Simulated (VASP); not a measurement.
Data:

```yaml
crystal:
  lattice:
    - [-1.57857, 1.57857, 1.57857]
    - [1.57857, -1.57857, 1.57857]
    - [1.57857, 1.57857, -1.57857]
  atoms:
    - { symbol: W, position: [0.00000, 0.00000, 0.00000] }
```

The numbers are results of PBEsol GGA, VASP's PBE PAW potentials (set 64) (plane waves; VASP 6.6.1), not measurements. Settings: 480 eV cut-off, 16×16×16 Γ-centred mesh, first-order Methfessel-Paxton smearing of 0.10 eV, potentials W_sv.

Each relaxation starts from this cell; other phases were not tried.

Problem. The cell is relaxed at 5 GPa. What happens?

Solution. The volume per atom goes from 15.73 to 15.47 Å³ (-1.7 %), and the cell becomes a = b = c = 3.140 Å, α = β = γ = 90.00°, space group Im-3m.

Problem. The cell is relaxed at 10 GPa. What happens?

Solution. The volume per atom goes from 15.73 to 15.26 Å³ (-3.0 %), and the cell becomes a = b = c = 3.125 Å, α = β = γ = 90.00°, space group Im-3m.

Failed runs are left out, and for metals the shear rows, which the mesh's noise covers.

The compound is W in the bcc structure.
